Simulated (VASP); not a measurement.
The system is Hf.

```xyz
2
Lattice="3.1967 0.0000 0.0000 -1.5983 2.7684 0.0000 0.0000 0.0000 5.0578" Properties=species:S:1:pos:R:3 pbc="T T T"
Hf    0.0000    1.8456    1.2645
Hf    1.5984    0.9228    3.7934
```

```yaml
Program: VASP 6.6.1
Task: relaxation of cell and atoms
Functional: LDA
Potentials_or_basis: VASP PAW LDA potentials, release 64 (Hf_pv)
Cutoff: 350 eV
k_mesh: 9 × 9 × 4
Occupations: gaussian, width 0.1 eV
Spin: no spin polarisation
```

At the start: pressure -8.0 GPa; volume 22.38 Å³/atom.

Problem. How do energy, volume and symmetry change on relaxing?

Solution. Over 6 steps the energy falls by 41.1 meV/atom and the volume is 20.82 Å³/atom (-7.0 %); space group P6_3/mmc (No. 194, to 0.05 Å).

Step by step:
| step | energy change (eV) | largest force (eV/Å) | pressure (GPa) | volume (Å³) |
| --- | --- | --- | --- | --- |
| 1 | 0.0000 | 0.0000 | -7.97 | 44.76 |
| 2 | 0.0676 | 0.0000 | 13.78 | 37.93 |
| 3 | -0.0821 | 0.0000 | -0.22 | 41.71 |
| 4 | -0.0821 | 0.0000 | 0.01 | 41.65 |
| 5 | -0.0821 | 0.0000 | -0.01 | 41.64 |
| 6 | -0.0821 | 0.0000 | -0.01 | 41.64 |

Final structure:
```
Hf
1.0
     3.12233    0.00000    0.00000
    -1.56117    2.70402    0.00000
     0.00000    0.00000    4.93225
Hf
2
Direct
  0.33333 0.66667 0.25000
  0.66667 0.33333 0.75000
```
